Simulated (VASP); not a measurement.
A convergence study with VASP on SiC (zinc blende): a few settings are varied, all else stays as given below, so the limit is that of these other settings. The cell's lengths are 1 % over those of the tabulated start and one atom is moved, so it is off equilibrium.

```yaml
crystal:
  lattice:
    - [0.00000, 2.20180, 2.20180]
    - [2.20180, 0.00000, 2.20180]
    - [2.20180, 2.20180, 0.00000]
  atoms:
    - { symbol: Si, position: [0.00000, 0.00000, 0.00000] }
    - { symbol: C, position: [0.23624, 0.26376, 0.26376] }
```

These are PBEsol GGA, VASP's PBE PAW potentials (set 64) (plane waves; VASP) values and carry that method's errors. The last row used: 900 eV cut-off, 9×9×9 Γ-centred mesh, Gaussian smearing of 0.050 eV, potentials Si C_h.

Gaps are read on the run's mesh, which can miss a band edge. Energies of different potentials or hybrids have different zeros.

```
setting                         E (eV/atom)  pressure (GPa)  gap on the mesh (eV)  plane waves
------------------------------  -----------  --------------  --------------------  -----------
ENCUT = 300, POTCAR Si C            -7.9363          -13.84                 1.099          265
ENCUT = 400, POTCAR Si C            -7.9366           -7.10                 1.119          397
ENCUT = 520, POTCAR Si C            -7.9346           -5.95                 1.120          589
ENCUT = 700, POTCAR Si C            -7.9364           -6.13                 1.121          914
ENCUT = 900, POTCAR Si C            -7.9375           -6.01                 1.122         1363
ENCUT = 300, POTCAR Si_GW C         -7.9417          -13.60                 1.105          265
ENCUT = 400, POTCAR Si_GW C         -7.9371           -7.01                 1.121          397
ENCUT = 520, POTCAR Si_GW C         -7.9348           -5.90                 1.123          589
ENCUT = 700, POTCAR Si_GW C         -7.9367           -6.07                 1.124          914
ENCUT = 900, POTCAR Si_GW C         -7.9377           -5.95                 1.125         1363
ENCUT = 300, POTCAR Si_sv_GW C      21.2793        -3123.74                 1.119          265
ENCUT = 400, POTCAR Si_sv_GW C      -6.4157         -301.50                 1.128          397
ENCUT = 700, POTCAR Si_sv_GW C      -7.9420           -6.89                 1.127          914
ENCUT = 900, POTCAR Si_sv_GW C      -7.9438           -6.98                 1.128         1363
ENCUT = 300, POTCAR Si C_s          -7.9278           -6.68                 1.126          265
ENCUT = 400, POTCAR Si C_s          -7.9332           -6.06                 1.125          397
ENCUT = 520, POTCAR Si C_s          -7.9348           -5.99                 1.126          589
ENCUT = 700, POTCAR Si C_s          -7.9352           -5.93                 1.126          914
ENCUT = 900, POTCAR Si C_s          -7.9352           -5.93                 1.126         1363
ENCUT = 300, POTCAR Si C_h          -7.6368          -35.58                 0.811          265
ENCUT = 400, POTCAR Si C_h          -7.7675          -24.85                 0.981          397
ENCUT = 520, POTCAR Si C_h          -7.8893          -14.15                 1.073          589
ENCUT = 700, POTCAR Si C_h          -7.9337           -7.58                 1.118          914
ENCUT = 900, POTCAR Si C_h          -7.9380           -6.14                 1.122         1363
```

Left out are rungs that failed or repeat a setting and relaxations that didn't move; long series are thinned to 24 rows.

The compound is SiC in the zinc blende structure. The cell was not relaxed at this level, it is distorted from the ideal structure.
